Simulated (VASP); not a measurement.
A run of VASP 6.6.1:

Contents of INCAR:

```
SYSTEM = Be3Te2Se
PREC = Normal
ENCUT = 520
EDIFF = 1E-5
ISMEAR = 0
SIGMA = 0.05
LREAL = Auto
LASPH = .TRUE.
NELM = 80
ALGO = Fast
ISIF = 2
LWAVE = .FALSE.
LCHARG = .FALSE.
GGA = PE
NBANDS = 36
```

File KPOINTS:

```
regular mesh
0
G
  3 3 3
  0 0 0
```

File POSCAR:

```
Be3Te2Se
1.0
    5.8242900000     -3.3584500000      0.0000000000
    5.8242900000      3.3584500000      0.0000000000
    0.0000000000      0.0000000000      6.3998900000
Be Te Se
6 4 2
Direct
    0.1656070000      0.5213610000      0.6135220000
    0.4786390000      0.8343930000      0.6135220000
    0.8517990000      0.1482010000      0.6393760000
    0.8343930000      0.4786390000      0.1135220000
    0.5213610000      0.1656070000      0.1135220000
    0.1482010000      0.8517990000      0.1393760000
    0.8327540000      0.4955660000      0.4957220000
    0.5044340000      0.1672460000      0.4957220000
    0.4955660000      0.8327540000      0.9957220000
    0.1672460000      0.5044340000      0.9957220000
    0.1599060000      0.8400940000      0.4972910000
    0.8400940000      0.1599060000      0.9972910000
```

Potentials or basis: VASP PAW PBE potentials, release 64 (Be, Te, Se).

Launch:

```bash
$ cat potpaw_PBE.64/Be/POTCAR potpaw_PBE.64/Te/POTCAR potpaw_PBE.64/Se/POTCAR > POTCAR
$ mpirun -np 1 vasp_std > vasp.out
```

Hardware: 1 thread of AMD EPYC 9R45 96-Core Processor (Zen 5) (shared host).

**Question.** Estimate the wall time of this run.

**Answer.** It took 25 s on 1 thread of AMD EPYC 9R45 96-Core Processor (Zen 5) (shared host), peak memory 0.22 GiB. Counts: scf iterations 13, k points 8.
